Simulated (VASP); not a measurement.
A VASP calculation is set up with these files.

**POSCAR**
```
AuZn
1
    3.1500000000     0.0000000000     0.0000000000
    0.0000000000     3.1500000000     0.0000000000
    0.0000000000     0.0000000000     3.1500000000
Zn Au
1 1
Direct
  0.5000000000   0.5000000000   0.5000000000
  0.0000000000   0.0000000000   0.0000000000
```

**KPOINTS**
```
Automatic mesh
0
Gamma
9 9 9
0 0 0
```

### INCAR
```
SYSTEM = AuZn
PREC = Accurate
ENCUT = 400
EDIFF = 1E-6
NELM = 100
ALGO = Normal
LREAL = .FALSE.
LASPH = .TRUE.
ISMEAR = 1
SIGMA = 0.1
GGA = PE
LMAXMIX = 6
LWAVE = .FALSE.
LCHARG = .FALSE.
ISIF = 2
LEPSILON = .TRUE.
```

POTCAR, in this order: Zn Au (PBE.64 set). Program: vasp_std.

The run wrote:

### standard output
```
...
       N       E                     dE             d eps       ncg     rms          rms(c)
RMM:   1    -0.821185198126E+00   -0.82119E+00   -0.37477E+00  1608   0.426E+00
RMM:   2    -0.938949451945E+00   -0.11776E+00   -0.29861E-02  1659   0.990E-01
RMM:   3    -0.940473945469E+00   -0.15245E-02   -0.41806E-03  1733   0.190E-01
RMM:   4    -0.940524615896E+00   -0.50670E-04   -0.42951E-04  1732   0.457E-02
RMM:   5    -0.940523398118E+00    0.12178E-05   -0.11976E-04  1537   0.146E-02
RMM:   6    -0.940524145011E+00   -0.74689E-06   -0.15734E-05   820   0.625E-03
RMM:   7    -0.940524216463E+00   -0.71452E-07   -0.23158E-06   674   0.271E-03
 change of polarisation eV/A/(eV/A) component  2 :    -1.125     1.881    -0.068
 dielectric tensor                  component  2 :    -6.512    11.890    -0.394
 Linear response to external field (no local field effect), progress :
  Direction:   3
       N       E                     dE             d eps       ncg     rms          rms(c)
RMM:   1    -0.298177120088E+00   -0.29818E+00   -0.79541E-01  1574   0.355E+00
RMM:   2    -0.315485428382E+00   -0.17308E-01   -0.57152E-03  1659   0.760E-01
RMM:   3    -0.316321841460E+00   -0.83641E-03   -0.12720E-03  1716   0.128E-01
RMM:   4    -0.316336395294E+00   -0.14554E-04   -0.36435E-05  1702   0.230E-02
RMM:   5    -0.316337134679E+00   -0.73939E-06   -0.37201E-06  1373   0.541E-03
 change of polarisation eV/A/(eV/A) component  3 :     0.011    -0.068     0.633
 dielectric tensor                  component  3 :     0.061    -0.394     4.663
 Linear response to external field, progress :
  Direction:   1
       N       E                     dE             d eps       ncg     rms          rms(c)
RMM:   1    -0.643228454657E+00   -0.64323E+00   -0.27592E+00  3347   0.396E+00
RMM:   2    -0.730168004681E+00   -0.86940E-01   -0.19887E-02  3530   0.937E-01    0.564E-01
RMM:   3    -0.716125171204E+00    0.14043E-01   -0.27854E-02  3463   0.996E-01    0.222E-01
RMM:   4    -0.715378258025E+00    0.74691E-03   -0.99030E-03  3628   0.617E-01    0.487E-02
RMM:   5    -0.715527815184E+00   -0.14956E-03   -0.21735E-04  3691   0.110E-01    0.190E-02
RMM:   6    -0.715685476778E+00   -0.15766E-03   -0.25653E-05  3674   0.274E-02    0.199E-03
RMM:   7    -0.715682792722E+00    0.26841E-05   -0.14876E-06  3631   0.602E-03    0.799E-04
RMM:   8    -0.715682222820E+00    0.56990E-06   -0.18875E-07  2917   0.201E-03    0.150E-04
 change of polarisation eV/A/(eV/A) component  1 :     1.426    -0.737    -0.060
 dielectric tensor                  component  1 :     9.255    -4.268    -0.346
 Linear response to external field, progress :
  Direction:   2
       N       E                     dE             d eps       ncg     rms          rms(c)
RMM:   1    -0.643233370671E+00   -0.64323E+00   -0.27593E+00  3349   0.396E+00
RMM:   2    -0.730170648913E+00   -0.86937E-01   -0.19885E-02  3530   0.937E-01    0.564E-01
RMM:   3    -0.716128184251E+00    0.14042E-01   -0.27847E-02  3465   0.996E-01    0.222E-01
RMM:   4    -0.715381000081E+00    0.74718E-03   -0.98950E-03  3629   0.616E-01    0.487E-02
RMM:   5    -0.715530750869E+00   -0.14975E-03   -0.21719E-04  3696   0.110E-01    0.190E-02
RMM:   6    -0.715688307406E+00   -0.15756E-03   -0.25883E-05  3675   0.274E-02    0.195E-03
RMM:   7    -0.715685784281E+00    0.25231E-05   -0.27681E-06  3629   0.636E-03    0.831E-04
RMM:   8    -0.715684993001E+00    0.79128E-06   -0.18535E-07  2925   0.200E-03    0.181E-04
 change of polarisation eV/A/(eV/A) component  2 :    -0.735     1.426    -0.062
 dielectric tensor                  component  2 :    -4.258     9.255    -0.356
 Linear response to external field, progress :
  Direction:   3
       N       E                     dE             d eps       ncg     rms          rms(c)
RMM:   1    -0.643340531108E+00   -0.64334E+00   -0.27603E+00  3338   0.395E+00
RMM:   2    -0.730169880186E+00   -0.86829E-01   -0.19886E-02  3529   0.933E-01    0.564E-01
RMM:   3    -0.716126977169E+00    0.14043E-01   -0.27828E-02  3457   0.995E-01    0.222E-01
RMM:   4    -0.715382125559E+00    0.74485E-03   -0.99314E-03  3625   0.617E-01    0.487E-02
RMM:   5    -0.715530522022E+00   -0.14840E-03   -0.21725E-04  3690   0.111E-01    0.190E-02
RMM:   6    -0.715688013779E+00   -0.15749E-03   -0.25597E-05  3675   0.274E-02    0.197E-03
RMM:   7    -0.715685517771E+00    0.24960E-05   -0.14722E-06  3618   0.596E-03    0.799E-04
RMM:   8    -0.715684947612E+00    0.57016E-06   -0.18810E-07  2904   0.200E-03    0.149E-04
 change of polarisation eV/A/(eV/A) component  3 :    -0.061    -0.736     1.426
 dielectric tensor                  component  3 :    -0.355    -4.259     9.255
 Born effective charges drift removed
```

**OUTCAR**
```
------------------------ aborting loop because EDIFF is reached ----------------------------------------

 HEAD OF MICROSCOPIC STATIC DIELECTRIC TENSOR (INDEPENDENT PARTICLE, excluding Hartree and local field effects)
 ------------------------------------------------------
           9.473036     0.000000    -0.000000
           0.000000     9.473036     0.000000
           0.000000     0.000000     9.473036
 ------------------------------------------------------

 MACROSCOPIC STATIC DIELECTRIC TENSOR (including local field effects in DFT)
 ------------------------------------------------------
           9.255175     0.000000     0.000000
           0.000000     9.255175     0.000000
           0.000000     0.000000     9.255175
 ------------------------------------------------------

 PIEZOELECTRIC TENSOR (including local field effects)  for field in x, y, z        (e  Angst)
          XX          YY          ZZ          XY          YZ          ZX
  --------------------------------------------------------------------------------
  x     0.00000     0.00000     0.00000     0.00000     0.00000     0.00000
  y     0.00000     0.00000     0.00000     0.00000     0.00000     0.00000
  z     0.00000     0.00000     0.00000     0.00000     0.00000     0.00000

 PIEZOELECTRIC TENSOR (including local field effects)  for field in x, y, z        (C/m^2)
          XX          YY          ZZ          XY          YZ          ZX
  --------------------------------------------------------------------------------
  x     0.00000     0.00000     0.00000     0.00000     0.00000     0.00000
  y     0.00000     0.00000     0.00000     0.00000     0.00000     0.00000
  z     0.00000     0.00000     0.00000     0.00000     0.00000     0.00000

 BORN EFFECTIVE CHARGES (including local field effects) (in |e|, cummulative output)
 ---------------------------------------------------------------------------------
 ion    1
    1     1.39577     0.00000    -0.00000
    2    -0.00000     1.39577     0.00000
    3    -0.00000    -0.00000     1.39577
 ion    2
    1    -1.39577     0.00000     0.00000
    2     0.00000    -1.39577     0.00000
    3     0.00000     0.00000    -1.39577
```
(Selected blocks of OUTCAR.)

**Question.** The run ends quietly. Is anything wrong with it?

**Answer.** The cause: LEPSILON was set for a metal. The run ends without an error. Against the sound run, the energy per atom (σ→0) is nearly the same; the pressure is nearly the same. To mend it, drop LEPSILON, since a metal has no finite static dielectric tensor or Born charges. The plain static run on this cell (PBE GGA, plane waves, VASP's PBE PAW potentials (set 64)) converges, and its OSZICAR ends with
```
   1 F= -.47230801E+01 E0= -.47227945E+01  d E =-.857005E-03
```

The compound is AuZn in the CsCl type structure. The cell was not relaxed at this level. The electron count is odd and the run is not spin-polarised, which forces a metal.
